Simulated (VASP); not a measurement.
OSZICAR of a VASP run on PtAs (relaxed from the rock salt structure, space group Fm-3m):

OSZICAR:
```
       N       E                     dE             d eps       ncg     rms          rms(c)
DAV:   1    -0.786646890455E+01   -0.78665E+01   -0.59728E+03  2520   0.958E+02
DAV:   2    -0.689387514008E+02   -0.61072E+02   -0.56606E+02  2630   0.201E+02
DAV:   3    -0.705460536474E+02   -0.16073E+01   -0.15879E+01  2695   0.322E+01
DAV:   4    -0.705573206844E+02   -0.11267E-01   -0.11250E-01  2575   0.302E+00
DAV:   5    -0.705574469974E+02   -0.12631E-03   -0.12595E-03  2686   0.325E-01    0.997E+00
DAV:   6    -0.663343103614E+02    0.42231E+01   -0.37704E+00  2366   0.195E+01    0.569E+00
DAV:   7    -0.664941143324E+02   -0.15980E+00   -0.40246E-01  2333   0.672E+00    0.346E+00
DAV:   8    -0.664998326360E+02   -0.57183E-02   -0.58281E-02  2456   0.223E+00    0.530E-01
DAV:   9    -0.665050699883E+02   -0.52374E-02   -0.35160E-02  2420   0.184E+00    0.997E-02
DAV:  10    -0.665123983632E+02   -0.73284E-02   -0.43046E-03  2417   0.701E-01    0.740E-02
DAV:  11    -0.665124316722E+02   -0.33309E-04   -0.11528E-04  2598   0.134E-01    0.500E-02
DAV:  12    -0.665123813896E+02    0.50283E-04   -0.56713E-04  2372   0.253E-01    0.291E-02
DAV:  13    -0.665124943695E+02   -0.11298E-03   -0.11579E-04  2333   0.143E-01    0.558E-03
DAV:  14    -0.665125064788E+02   -0.12109E-04   -0.38364E-06  2561   0.179E-02    0.292E-03
DAV:  15    -0.665124948960E+02    0.11583E-04   -0.10550E-06  2357   0.131E-02    0.104E-03
DAV:  16    -0.665124976918E+02   -0.27958E-05   -0.11959E-07  1512   0.438E-03    0.411E-04
DAV:  17    -0.665124973570E+02    0.33473E-06   -0.16326E-08  1219   0.129E-03    0.916E-05
DAV:  18    -0.665124981279E+02   -0.77090E-06   -0.55463E-09  1219   0.891E-04    0.742E-05
DAV:  19    -0.665124980746E+02    0.53295E-07   -0.84715E-10  1207   0.342E-04
   1 F= -.66512498E+02 E0= -.66512498E+02  d E =0.000000E+00
       N       E                     dE             ncg
```

Task: Which electronic solver shows in the log?

Result: It is blocked Davidson (ALGO = Normal, or the opening steps of other solvers). The INCAR had ALGO = Normal.

Task: Can the final energy be trusted as converged?

Result: The calculation finished and met its thresholds. It stopped with EDIFF = 1E-7, NELM = 100 (r2SCAN meta-GGA, plane waves, VASP's PBE PAW potentials (set 64)).

The structure was generated: PtAs was put into the rock salt type (Fm-3m), which need not be its known phase. It was relaxed first, which changed the volume by -16 %. The electron count is odd and the run is not spin-polarised, which forces a metal.
